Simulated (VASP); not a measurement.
# InSbO2 (P6_3/mmc) in VASP: further runs

The runs below take InSbO2 through equation of state, with PBE.

All numbers are computed with VASP 6.6.1; they aren't measurements. Logs are shortened: lines on timing, memory, paths and dates and some standing lists are left out, and cuts for length are marked.

## (1) The structure

It takes space group P6_3/mmc (No. 194, hexagonal). Conventional cell: a = 3.343 Å, b = 3.343 Å, c = 13.619 Å, α = 90.00°, β = 90.00°, γ = 120.00°. Around In (site symmetry -3m) lie 6 O at 2.23 Å. Sb (site symmetry -6m2) has 2 O at 2.29 Å as nearest neighbours. Around O (site symmetry 3m) lie 3 In at 2.23 Å and 1 Sb at 2.29 Å.

The cell was built by a generator and needn't be a form met in nature.

## (2) Equation of state, PBE, 16.47 Å³/atom

Contents of INCAR:

```
SYSTEM = InSbO2
  PREC = Accurate
  ENCUT = 520
  EDIFF = 1E-6
  ISMEAR = 0
  SIGMA = 0.1
  LREAL = .FALSE.
  LASPH = .TRUE.
  NELM = 100
  ALGO = Normal
  ISIF = 4
  LWAVE = .FALSE.
  LCHARG = .FALSE.
  GGA = PE
  IBRION = 2
  NSW = 30
  EDIFFG = -0.02
  KPAR = 4
```

Contents of KPOINTS:

```
regular mesh
0
G
  10 10 4
  0 0 0
```

Contents of POSCAR:

```
InSbO2
1.0
    3.3425470000      0.0000000000      0.0000000000
   -1.6712740000      2.8947310000      0.0000000000
    0.0000000000      0.0000000000     13.6190600000
In Sb O
2 2 4
Direct
    0.0000000000      0.0000000000      0.0000000000
    0.0000000000      0.0000000000      0.5000000000
    0.3333330000      0.6666670000      0.2500000000
    0.6666670000      0.3333330000      0.7500000000
    0.3333330000      0.6666670000      0.0818710000
    0.6666670000      0.3333330000      0.5818710000
    0.3333330000      0.6666670000      0.4181290000
    0.6666670000      0.3333330000      0.9181290000
```

Potentials or basis: VASP PAW PBE potentials, release 64 (In_d, Sb, O).

Launch:

```bash
> cat potpaw_PBE.64/In_d/POTCAR potpaw_PBE.64/Sb/POTCAR potpaw_PBE.64/O/POTCAR > POTCAR
> mpirun -np 4 vasp_std > vasp.out
```

OUTCAR:

```text
SYSTEM = InSbO2
   PREC = Accurate
   ENCUT = 520
   EDIFF = 1E-6
   ISMEAR = 0
   LREAL = .FALSE.
   LASPH = .TRUE.
   NELM = 100
   ISIF = 4
   GGA = PE
   IBRION = 2
   NSW = 30
   EDIFFG = -0.02

 ion  position               nearest neighbor table
   1  0.000  0.000  0.000-   5 2.23   8 2.23   8 2.23   5 2.23   8 2.23   5 2.23
   2  0.000  0.000  0.500-   6 2.23   7 2.23   6 2.23   7 2.23   6 2.23   7 2.23
   3  0.333  0.667  0.250-   5 2.29   7 2.29
   4  0.667  0.333  0.750-   6 2.29   8 2.29
   5  0.333  0.667  0.082-   1 2.23   1 2.23   1 2.23   3 2.29
   6  0.667  0.333  0.582-   2 2.23   2 2.23   2 2.23   4 2.29
   7  0.333  0.667  0.418-   2 2.23   2 2.23   2 2.23   3 2.29
   8  0.667  0.333  0.918-   1 2.23   1 2.23   1 2.23   4 2.29

  LATTYP: Found a hexagonal cell.
 ALAT       =     3.3425470000
 C/A-ratio  =     4.0744557967

  Lattice vectors:

 A1 = (   3.3425470000,   0.0000000000,   0.0000000000)
 A2 = (  -1.6712740000,   2.8947310000,   0.0000000000)
 A3 = (   0.0000000000,   0.0000000000,  13.6190600000)

Analysis of symmetry for initial positions (statically):
=====================================================================
 Subroutine PRICEL returns:
 Original cell was already a primitive cell.

 Routine SETGRP: Setting up the symmetry group for a
 hexagonal supercell.

 Subroutine GETGRP returns: Found 24 space group operations
 (whereof 12 operations were pure point group operations)
 out of a pool of 24 trial point group operations.

The static configuration has the point symmetry D_3d.
 The point group associated with its full space group is D_6h.

Analysis of symmetry for dynamics (positions and initial velocities):
=====================================================================
 Subroutine PRICEL returns:
 Original cell was already a primitive cell.

 Routine SETGRP: Setting up the symmetry group for a
 hexagonal supercell.

 Subroutine GETGRP returns: Found 24 space group operations
 (whereof 12 operations were pure point group operations)
 out of a pool of 24 trial point group operations.

The dynamic configuration has the point symmetry D_3d.
 The point group associated with its full space group is D_6h.

 Subroutine INISYM returns: Found 24 space group operations
 (whereof 12 operations are pure point group operations),
 and found     1 'primitive' translations

----------------------------------------------------------------------------------------

                                     Primitive cell

  volume of cell :     131.7750

  direct lattice vectors                    reciprocal lattice vectors
     3.342547000  0.000000000  0.000000000     0.299173056  0.172727673  0.000000000
    -1.671274000  2.894731000  0.000000000     0.000000000  0.345455243  0.000000000
     0.000000000  0.000000000 13.619060000     0.000000000  0.000000000  0.073426507

  length of vectors
     3.342547000  3.342547583 13.619060000     0.345455303  0.345455243  0.073426507

  position of ions in fractional coordinates (direct lattice)
     0.000000000  0.000000000  0.000000000
     0.000000000  0.000000000  0.500000000
     0.333333000  0.666667000  0.250000000
     0.666667000  0.333333000  0.750000000
     0.333333000  0.666667000  0.081871000
     0.666667000  0.333333000  0.581871000
     0.333333000  0.666667000  0.418129000
     0.666667000  0.333333000  0.918129000

  ion indices of the primitive-cell ions
   primitive index   ion index
                 1           1
                 2           2
                 3           3
                 4           4
                 5           5
                 6           6
                 7           7
                 8           8

----------------------------------------------------------------------------------------

 KPOINTS: regular mesh

Automatic generation of k-mesh.
 Grid dimensions read from file:
 generate k-points for:   10   10    4

 Generating k-lattice:

  Cartesian coordinates                     Fractional coordinates (reciprocal lattice)
     0.029917306  0.017272767  0.000000000     0.100000000  0.000000000  0.000000000
     0.000000000  0.034545524  0.000000000     0.000000000  0.100000000  0.000000000
     0.000000000  0.000000000  0.018356627     0.000000000  0.000000000  0.250000000

  Length of vectors
     0.034545530  0.034545524  0.018356627

  Shift w.r.t. Gamma in fractional coordinates (k-lattice)
     0.000000000  0.000000000  0.000000000

 Subroutine IBZKPT returns following result:
 ===========================================

 Found     42 irreducible k-points:

 Following reciprocal coordinates:
            Coordinates               Weight
  0.000000  0.000000  0.000000      1.000000
  0.100000  0.000000  0.000000      6.000000
  0.200000  0.000000  0.000000      6.000000
  0.300000  0.000000  0.000000      6.000000
  0.400000  0.000000  0.000000      6.000000
  0.500000 -0.000000  0.000000      3.000000
[... 16 lines left out ...]
  0.300000  0.100000  0.250000     24.000000
  0.400000  0.100000  0.250000     24.000000
 [... further k-points ...]
   k-points           NKPTS =     42   k-points in BZ     NKDIM =     42   number of bands    NBANDS=     36
   number of dos      NEDOS =    301   number of ions     NIONS =      8
   total plane-waves  NPLWV =  84672
   dimension x,y,z NGX =    28 NGY =   28 NGZ =  108
   dimension x,y,z NGXF=    56 NGYF=   56 NGZF=  216
   ions per type =               2   2   4
   NGX,Y,Z   is equivalent  to a cutoff of  13.93, 13.93, 13.18 a.u.
   NGXF,Y,Z  is equivalent  to a cutoff of  27.85, 27.85, 26.37 a.u.
 SYSTEM =  InSbO2
   PREC   = accura    normal or accurate (medium, high low for compatibility)
   ISTART =      0    job   : 0-new  1-cont  2-samecut
   ICHARG =      2    charge: 1-file 2-atom 10-const
   ISPIN  =      1    spin polarized calculation?
   LNONCOLLINEAR =      F non collinear calculations
   LSORBIT =      F    spin-orbit coupling
   LASPH  =      T    aspherical Exc in radial PAW
   ENCUT  =  520.0 eV  38.22 Ry    6.18 a.u.   6.21  6.21 25.32*2*pi/ulx,y,z
   NELM   =    100;   NELMIN=  2; NELMDL= -5     # of ELM steps
   EDIFF  = 0.1E-05   stopping-criterion for ELM
   LREAL  =      F    real-space projection
   EDIFFG = -.2E-01   stopping-criterion for IOM
   NSW    =     30    number of steps for IOM
   IBRION =      2    ionic relax: 0-MD 1-quasi-New 2-CG
   NFREE  =      1    steps in history (QN), initial steepest desc. (CG)
   ISIF   =      4    stress and relaxation
   ISYM   =      2    0-nonsym 1-usesym 2-fastsym
   POTIM  = 0.5000    time-step for ionic-motion
   TEBEG  =    0.0;   TEEND  =   0.0 temperature during run
   PSTRESS=    0.0 pullay stress
   NELECT =      60.0000    total number of electrons
   NUPDOWN=      -1.0000    fix difference up-down
   EMIN   =  10.00;   EMAX   =-10.00  energy-range for DOS
   EFERMI =   0.00;   METHOD = LEGACY
   ISMEAR =     0;   SIGMA  =   0.10  broadening in eV -4-tet -1-fermi 0-gaus
   EFERMI_NEDOS =   21; number of points for ismear=-14 and -15
   IALGO  =     38    algorithm
   IMIX   =      4    mixing-type and parameters
     AMIX     =   0.40;   BMIX     =  1.00
     AMIX_MAG =   1.60;   BMIX_MAG =  1.00
  volume/ion in A,a.u.               =      16.47       111.16
  Fermi-wavevector in a.u.,A,eV,Ry     =   1.259450  2.380016 21.581759  1.586215
  Thomas-Fermi vector in A             =   2.393009
   LORBIT       =      0    0 simple, 1 ext, 2 COOP (PROOUT), +10 PAW based schemes
   GGA     = PE    functional components
   LHFCALC =     F    Hartree Fock is set to
   AEXX    =    0.0000 exact exchange contribution
   IVDW    =     0    specifies the selected vdW correction
   LEPSILON=     F    determine dielectric tensor
   LRPA    =     F    only Hartree local field effects (RPA)
 conjugate gradient relaxation of ions
 non-spin polarized calculation
 Gauss-broadening in eV      SIGMA  =   0.10
  energy-cutoff  :      520.00
  volume of cell :      131.77
 maximum number of plane-waves:      3579
 NGX is ok and might be reduce to    28
   NGX = 13   NGY = 13   NGZ = 51

 number of electron      59.9999997 magnetization

 Free energy of the ion-electron system (eV)
  ---------------------------------------------------
  ext. energy  EPLUGINS =         0.00000000
  ---------------------------------------------------
  free energy    TOTEN  =       -42.67912689 eV

  energy without entropy =      -42.67025832  energy(sigma->0) =      -42.67469260

 E-fermi :   7.4577     XC(G=0): -10.4552

 val. band max:        7.4429109816   @ k =   0.2000   0.1000   0.0000
 cond. band min:       7.4729229512   @ k =   0.2000   0.1000   0.2500
 fundamental gap:      0.0300119696
 Fermi energy:         7.4576721405

 k-point     1 :       0.0000    0.0000    0.0000
  band No.  band energies     occupation
      1     -12.2456      2.00000
      2     -12.2151      2.00000
      3     -11.2943      2.00000
      4     -11.2399      2.00000
      5      -7.3275      2.00000
      6      -7.3275      2.00000
[... 28 lines left out ...]
     35      12.5026      0.00000
     36      12.5101      0.00000

 k-point     2 :       0.1000    0.0000    0.0000
  band No.  band energies     occupation
      1     -12.1816      2.00000
      2     -12.1523      2.00000
      3     -11.3314      2.00000
      4     -11.2831      2.00000
      5      -7.2974      2.00000
      6      -7.2972      2.00000
[... 28 lines left out ...]
     35      11.6710      0.00000
     36      12.1993      0.00000
[... 817 lines left out ...]
     35      10.8530      0.00000
     36      11.4411      0.00000

 k-point    24 :       0.4000    0.1000    0.2500
  band No.  band energies     occupation
      1     -11.7240      2.00000
      2     -11.7165      2.00000
      3     -11.4339      2.00000
      4     -11.4243      2.00000
      5      -7.2588      2.00000
      6      -7.2574      2.00000
[... 28 lines left out ...]
     35      11.0392      0.00000
     36      11.7758      0.00000

 [... further k-points ...]

------------------------ aborting loop because EDIFF is reached ----------------------------------------

  FORCE on cell =-STRESS in cart. coord.  units (eV):
  Direction    XX          YY          ZZ          XY          YZ          ZX
  --------------------------------------------------------------------------------------
  -------------------------------------------------------------------------------------
  Total        0.0137175      0.0137175     -0.0165900     -0.0000000      0.0000000      0.0000000
  in kB        0.1667832      0.1667832     -0.2017080     -0.0000000      0.0000000      0.0000000
  external PRESSURE =       0.0439528 kB  Pullay stress =       0.0000000 kB

 VOLUME and BASIS-vectors are now :
 -----------------------------------------------------------------------------
  energy-cutoff  :      520.00
  volume of cell :      131.77
      direct lattice vectors                 reciprocal lattice vectors
     3.342547000  0.000000000  0.000000000     0.299173056  0.172727673  0.000000000
    -1.671274000  2.894731000  0.000000000     0.000000000  0.345455243  0.000000000
     0.000000000  0.000000000 13.619060000     0.000000000  0.000000000  0.073426507

 POSITION                                       TOTAL-FORCE (eV/Angst)
 -----------------------------------------------------------------------------------
      0.00000      0.00000      0.00000        -0.000000      0.000000      0.000000
      0.00000      0.00000      6.80953        -0.000000      0.000000      0.000000
     -0.00000      1.92982      3.40476         0.000000     -0.000000     -0.000000
      1.67128      0.96491     10.21429        -0.000000      0.000000      0.000000
     -0.00000      1.92982      1.11501         0.000000      0.000000      0.000825
      1.67128      0.96491      7.92454        -0.000000      0.000000      0.000825
     -0.00000      1.92982      5.69452        -0.000000      0.000000     -0.000825
      1.67128      0.96491     12.50405         0.000000      0.000000     -0.000825
 -----------------------------------------------------------------------------------
    total drift:                               -0.000000      0.000000      0.000000

  FREE ENERGIE OF THE ION-ELECTRON SYSTEM (eV)
  ---------------------------------------------------
  free  energy   TOTEN  =       -42.6791268944 eV

  energy  without entropy=      -42.6702583152  energy(sigma->0) =      -42.67469260

 reached required accuracy - stopping structural energy minimisation
```

Wall time 64 s (4 MPI ranks of Intel Xeon Platinum 8488C (Sapphire Rapids), shared host); peak memory 0.4 GiB.

What came out:

| Item | Value |
| --- | --- |
| Free energy | -42.6791 eV |
| Pressure | 0.0 GPa |
| Band gap on the k mesh | none (metal or under the smearing width) |

## (3) Equation of state, PBE, 15.98 Å³/atom (volume scaled by 0.97)

INCAR is that of step 2.

KPOINTS is that of step 2.

Changes to POSCAR since step 2:

```diff
@@ -2,5 +2,5 @@
 1.0
-    3.3425470000      0.0000000000      0.0000000000
-   -1.6712740000      2.8947310000      0.0000000000
-    0.0000000000      0.0000000000     13.6190600000
+    3.3087815905      0.0000000000      0.0000000000
+   -1.6543912902      2.8654892937      0.0000000000
+    0.0000000000      0.0000000000     13.4814843314
 In Sb O
```

Potentials or basis: VASP PAW PBE potentials, release 64 (In_d, Sb, O).

Launch:

```bash
> cat potpaw_PBE.64/In_d/POTCAR potpaw_PBE.64/Sb/POTCAR potpaw_PBE.64/O/POTCAR > POTCAR
> mpirun -np 4 vasp_std > vasp.out
```

It took 1.9 min on 4 MPI ranks of Intel Xeon Platinum 8488C (Sapphire Rapids), shared host; peak memory 0.38 GiB.

The run converged. Its results:

```yaml
Free_energy: -42.6316 eV
Pressure: 3.7 GPa
Largest_force: 0.006 eV/Å
Band_gap_on_the_k_mesh: none (metal or under the smearing width)
```

## (4) Equation of state, PBE, 16.97 Å³/atom (volume scaled by 1.03)

INCAR is that of step 3.

KPOINTS is that of step 3.

Changes to POSCAR since step 3:

```diff
@@ -2,5 +2,5 @@
 1.0
-    3.3087815905      0.0000000000      0.0000000000
-   -1.6543912902      2.8654892937      0.0000000000
-    0.0000000000      0.0000000000     13.4814843314
+    3.3756436772      0.0000000000      0.0000000000
+   -1.6878223435      2.9233935670      0.0000000000
+    0.0000000000      0.0000000000     13.7539109482
 In Sb O
```

Launch:

```bash
> cat potpaw_PBE.64/In_d/POTCAR potpaw_PBE.64/Sb/POTCAR potpaw_PBE.64/O/POTCAR > POTCAR
> mpirun -np 4 vasp_std > vasp.out
```

Wall time 2.7 min (4 MPI ranks of Intel Xeon Platinum 8488C (Sapphire Rapids), shared host); peak memory 0.4 GiB.

The run converged. Its results:

```
Free energy            : -42.6433 eV
Pressure               : -3.1 GPa
Largest force          : 0.005 eV/Å
Band gap on the k mesh : none (metal or under the smearing width)
```

## (5) Equation of state, PBE, 15.48 Å³/atom (volume scaled by 0.94)

INCAR is that of step 4.

KPOINTS is that of step 4.

Changes to POSCAR since step 4:

```diff
@@ -2,5 +2,5 @@
 1.0
-    3.3756436772      0.0000000000      0.0000000000
-   -1.6878223435      2.9233935670      0.0000000000
-    0.0000000000      0.0000000000     13.7539109482
+    3.2743126089      0.0000000000      0.0000000000
+   -1.6371567943      2.8356382761      0.0000000000
+    0.0000000000      0.0000000000     13.3410419898
 In Sb O
```

Launch:

```bash
> cat potpaw_PBE.64/In_d/POTCAR potpaw_PBE.64/Sb/POTCAR potpaw_PBE.64/O/POTCAR > POTCAR
> mpirun -np 4 vasp_std > vasp.out
```

Run time: 84 s. Hardware: 4 MPI ranks of Intel Xeon Platinum 8488C (Sapphire Rapids), shared host; peak memory 0.35 GiB.

Results (log left out):

```
Free energy            : -42.4859 eV
Pressure               : 8.0 GPa
Largest force          : 0.004 eV/Å
Band gap on the k mesh : none (metal or under the smearing width)
```

## (6) Equation of state, PBE, 17.46 Å³/atom (volume scaled by 1.06)

INCAR is that of step 5.

KPOINTS is that of step 5.

Changes to POSCAR since step 5:

```diff
@@ -2,5 +2,5 @@
 1.0
-    3.2743126089      0.0000000000      0.0000000000
-   -1.6371567943      2.8356382761      0.0000000000
-    0.0000000000      0.0000000000     13.3410419898
+    3.4081037807      0.0000000000      0.0000000000
+   -1.7040524002      2.9515048451      0.0000000000
+    0.0000000000      0.0000000000     13.8861682053
 In Sb O
```

Potentials or basis: VASP PAW PBE potentials, release 64 (In_d, Sb, O).

Launch:

```bash
> cat potpaw_PBE.64/In_d/POTCAR potpaw_PBE.64/Sb/POTCAR potpaw_PBE.64/O/POTCAR > POTCAR
> mpirun -np 4 vasp_std > vasp.out
```

It took 2.4 min on 4 MPI ranks of Intel Xeon Platinum 8488C (Sapphire Rapids), shared host; peak memory 0.41 GiB.

The run converged. Its results:

```
Free energy            : -42.5371 eV
Pressure               : -5.7 GPa
Band gap on the k mesh : none (metal or under the smearing width)
```

## (7) Equation of state, PBE, 14.99 Å³/atom (volume scaled by 0.91)

INCAR is that of step 6.

KPOINTS is that of step 6.

Changes to POSCAR since step 6:

```diff
@@ -2,5 +2,5 @@
 1.0
-    3.4081037807      0.0000000000      0.0000000000
-   -1.7040524002      2.9515048451      0.0000000000
-    0.0000000000      0.0000000000     13.8861682053
+    3.2391022176      0.0000000000      0.0000000000
+   -1.6195515933      2.8051451786      0.0000000000
+    0.0000000000      0.0000000000     13.1975788067
 In Sb O
```

Launch:

```bash
> cat potpaw_PBE.64/In_d/POTCAR potpaw_PBE.64/Sb/POTCAR potpaw_PBE.64/O/POTCAR > POTCAR
> mpirun -np 4 vasp_std > vasp.out
```

Run time: 75 s. Hardware: 4 MPI ranks of Intel Xeon Platinum 8488C (Sapphire Rapids), shared host; peak memory 0.34 GiB.

The run converged. Its results:

* Free energy: -42.2248 eV
* Pressure: 13.0 GPa
* Largest force: 0.006 eV/Å
* Band gap on the k mesh: none (metal or under the smearing width)

## (8) Equation of state, PBE, 17.95 Å³/atom (volume scaled by 1.09)

INCAR is that of step 7.

KPOINTS is that of step 7.

Changes to POSCAR since step 7:

```diff
@@ -2,5 +2,5 @@
 1.0
-    3.2391022176      0.0000000000      0.0000000000
-   -1.6195515933      2.8051451786      0.0000000000
-    0.0000000000      0.0000000000     13.1975788067
+    3.4399570642      0.0000000000      0.0000000000
+   -1.7199790467      2.9790906014      0.0000000000
+    0.0000000000      0.0000000000     14.0159530008
 In Sb O
```

Launch:

```bash
> cat potpaw_PBE.64/In_d/POTCAR potpaw_PBE.64/Sb/POTCAR potpaw_PBE.64/O/POTCAR > POTCAR
> mpirun -np 4 vasp_std > vasp.out
```

It took 2 min on 4 MPI ranks of Intel Xeon Platinum 8488C (Sapphire Rapids), shared host; peak memory 0.41 GiB.

It converged, with:

```
Free energy            : -42.3721 eV
Pressure               : -7.9 GPa
Largest force          : 0.012 eV/Å
Band gap on the k mesh : none (metal or under the smearing width)
```
